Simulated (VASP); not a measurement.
An input for Ansatz (written as the equivalent of a VASP run, and not itself run):

Ansatz 0.2 input:
```yaml
crystal:
  lattice:
    - [3.1123022, 0.0000000, 0.0000000]
    - [-1.5561511, 2.6953324, 0.0000000]
    - [0.0000000, 0.0000000, 4.9843104]
  atoms:
    - { symbol: Al, position: [0.3333330, 0.6666670, 0.9965451] }
    - { symbol: Al, position: [0.6666670, 0.3333330, 0.4965451] }
    - { symbol: N, position: [0.3333330, 0.6666670, 0.3784549] }
    - { symbol: N, position: [0.6666670, 0.3333330, 0.8784549] }
kpoints:
  mp_grid: { grid: [8, 8, 5] }
hamiltonian:
  xc: pbesol
  pseudopotentials: { kind: paw }
scf:
  occupations: { method: gaussian, width: 0.05 }
  max_iter: 100
relax:
  max_steps: 40
  f_tol: 0.02
  cell: {}
output: { forces: true, stress: true, eigenvalues: true }
```

Task: Write the VASP files for the same calculation (PBEsol).

Result: This is not unique; one that fits is 
**INCAR**
```
! general
SYSTEM  =  AlN
PREC    =  Accurate
ENCUT   =  620
LREAL   =  .False.   ! projection in real space or not
LASPH   =  .True.   ! aspherical one-centre terms

! electronic loop
EDIFF   =  1E-6
NELM    =  100
ALGO    =  Normal

! smearing
ISMEAR  =  0   ! Gaussian
SIGMA   =  0.05   ! width (eV)

! functional
GGA     =  PS

! ions
IBRION  =  2   ! conjugate gradients
NSW     =  40
ISIF    =  3   ! ions, shape and volume
EDIFFG  =  -0.02

! output
LWAVE   =  .False.
LCHARG  =  .False.
```

**POSCAR**
```
AlN
1
    3.1123021993     0.0000000000     0.0000000000
   -1.5561510996     2.6953323681     0.0000000000
    0.0000000000     0.0000000000     4.9843103711
Al N
2 2
Direct
  0.3333330000   0.6666670000   0.9965451308
  0.6666670000   0.3333330000   0.4965451308
  0.3333330000   0.6666670000   0.3784548692
  0.6666670000   0.3333330000   0.8784548692
```

KPOINTS:
```
K-points
0
Gamma
  8 8 5
0 0 0
```

POTCAR, in this order: Al N (PBE.64 set). Program: vasp_std.

Limits of the translation: each code has its own PAW files, so the cut-off isn't converted (ENCUT is set for VASP's; basis.ecutwfc is left out, and Ansatz then takes the one that its files recommend); Ansatz stops its SCF on the density residual and VASP on the energy change (EDIFF).

The structure was generated: AlN was put into the wurtzite type (P6_3mc), which need not be its known phase. It was relaxed first.
